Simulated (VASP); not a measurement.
A snapshot from molecular dynamics of BaTiO3, step 141; the first frame, the perfect lattice, has an electronic free energy F (no ionic kinetic energy) of -7.764 eV/atom. The Γ point alone samples so small a cell crudely.

Given:

```xyz
40
Lattice="8.0000 0.0000 0.0000 0.0000 8.0000 0.0000 0.0000 0.0000 8.0000" Properties=species:S:1:pos:R:3 pbc="T T T"
Ba     0.0342     7.9086     0.0292
Ba     0.0015     0.0418     3.8430
Ba     7.8773     3.9937     0.0019
Ba     7.9758     4.2079     3.9891
Ba     4.0411     7.9883     0.0805
Ba     3.8978     0.0090     4.0766
Ba     4.0621     3.7875     7.8506
Ba     3.9764     4.1455     3.9747
Ti     2.0051     2.1215     1.8149
Ti     1.9561     2.0581     5.8718
Ti     1.9155     6.0231     2.0297
Ti     1.8592     6.1382     6.1817
Ti     5.9186     2.0329     1.8659
Ti     6.1159     1.9873     5.8058
Ti     5.9071     6.0279     1.9304
Ti     5.7665     5.9624     6.0290
O      2.1929     7.9399     2.0255
O      0.1869     2.0931     2.1075
O      2.1334     1.6716     7.9676
O      2.2559     7.8543     6.1434
O      0.0517     1.9566     6.1812
O      2.0487     1.9262     4.0051
O      2.0330     3.9924     1.8546
O      0.1049     6.0516     2.0097
O      2.1550     5.7394     0.2298
O      2.2228     3.8476     6.0949
O      0.0563     5.8275     6.3316
O      1.8233     5.8836     4.2058
O      6.0564     0.1395     2.0973
O      4.1747     2.0478     2.2297
O      6.2667     1.7932     0.1296
O      6.1232     7.8607     6.1362
O      4.2948     1.9039     6.1452
O      6.2303     1.8682     3.9772
O      5.8730     4.2168     2.2009
O      4.1613     6.0326     2.0792
O      6.0806     5.8370     0.1085
O      6.1761     4.0525     6.2064
O      3.9656     5.8430     6.0701
O      6.1443     5.8632     4.1980
```

All values below come from PBE GGA, VASP's PBE PAW potentials (set 64) (plane waves; VASP). Run with PREC = Normal, LREAL = Auto, ISYM = 0, EDIFF = 1E-5, 400 eV cut-off, 1×1×1 Γ-centred mesh, Fermi-Dirac smearing of 0.069 eV, potentials Ba_sv Ti O.

Q: Give F per atom of this frame and the forces (eV/Å).

A: -7.748 eV/atom.
```json
[
 {"atom": "Ba1", "Fx": "-0.45", "Fy": "0.73", "Fz": "0.07"},
 {"atom": "Ba2", "Fx": "0.09", "Fy": "-0.32", "Fz": "0.70"},
 {"atom": "Ba3", "Fx": "1.21", "Fy": "-0.47", "Fz": "0.87"},
 {"atom": "Ba4", "Fx": "-0.03", "Fy": "-1.55", "Fz": "0.21"},
 {"atom": "Ba5", "Fx": "0.46", "Fy": "-0.44", "Fz": "-0.18"},
 {"atom": "Ba6", "Fx": "0.89", "Fy": "-0.09", "Fz": "-0.60"},
 {"atom": "Ba7", "Fx": "-0.13", "Fy": "1.15", "Fz": "1.07"},
 {"atom": "Ba8", "Fx": "-0.33", "Fy": "-0.71", "Fz": "-0.06"},
 {"atom": "Ti9", "Fx": "-1.48", "Fy": "-0.14", "Fz": "0.39"},
 {"atom": "Ti10", "Fx": "-0.94", "Fy": "0.56", "Fz": "0.54"},
 {"atom": "Ti11", "Fx": "0.21", "Fy": "1.22", "Fz": "-0.73"},
 {"atom": "Ti12", "Fx": "-0.18", "Fy": "-2.79", "Fz": "-1.36"},
 {"atom": "Ti13", "Fx": "1.55", "Fy": "-0.22", "Fz": "1.52"},
 {"atom": "Ti14", "Fx": "-0.87", "Fy": "0.11", "Fz": "0.01"},
 {"atom": "Ti15", "Fx": "0.49", "Fy": "0.44", "Fz": "-0.43"},
 {"atom": "Ti16", "Fx": "2.01", "Fy": "1.16", "Fz": "-0.82"},
 {"atom": "O17", "Fx": "-0.09", "Fy": "-0.59", "Fz": "0.43"},
 {"atom": "O18", "Fx": "0.19", "Fy": "-0.22", "Fz": "-0.34"},
 {"atom": "O19", "Fx": "-0.11", "Fy": "1.20", "Fz": "0.86"},
 {"atom": "O20", "Fx": "-0.66", "Fy": "2.04", "Fz": "-0.41"},
 {"atom": "O21", "Fx": "1.54", "Fy": "-0.22", "Fz": "-0.68"},
 {"atom": "O22", "Fx": "0.30", "Fy": "-0.19", "Fz": "1.05"},
 {"atom": "O23", "Fx": "1.30", "Fy": "-1.19", "Fz": "1.30"},
 {"atom": "O24", "Fx": "-0.52", "Fy": "0.06", "Fz": "0.40"},
 {"atom": "O25", "Fx": "0.07", "Fy": "0.89", "Fz": "-1.92"},
 {"atom": "O26", "Fx": "-0.73", "Fy": "-0.71", "Fz": "-0.24"},
 {"atom": "O27", "Fx": "1.26", "Fy": "1.00", "Fz": "-0.65"},
 {"atom": "O28", "Fx": "1.39", "Fy": "0.25", "Fz": "-0.29"},
 {"atom": "O29", "Fx": "0.28", "Fy": "-1.41", "Fz": "0.32"},
 {"atom": "O30", "Fx": "-2.22", "Fy": "0.23", "Fz": "-0.62"},
 {"atom": "O31", "Fx": "-0.83", "Fy": "1.08", "Fz": "-0.87"},
 {"atom": "O32", "Fx": "-0.07", "Fy": "0.44", "Fz": "-0.20"},
 {"atom": "O33", "Fx": "-0.64", "Fy": "-0.06", "Fz": "-0.72"},
 {"atom": "O34", "Fx": "-0.42", "Fy": "0.94", "Fz": "1.59"},
 {"atom": "O35", "Fx": "1.67", "Fy": "-3.08", "Fz": "-0.10"},
 {"atom": "O36", "Fx": "-2.36", "Fy": "0.83", "Fz": "0.89"},
 {"atom": "O37", "Fx": "-0.34", "Fy": "1.06", "Fz": "-0.23"},
 {"atom": "O38", "Fx": "-0.83", "Fy": "-2.37", "Fz": "-1.11"},
 {"atom": "O39", "Fx": "-0.18", "Fy": "0.24", "Fz": "0.30"},
 {"atom": "O40", "Fx": "-0.41", "Fy": "1.17", "Fz": "0.06"}
]
```

The cell is a supercell, built from BaTiO3 (cubic perovskite, the ideal cubic form; the compound distorts at low or room temperature). Its lattice is the typed one, not relaxed at this level.
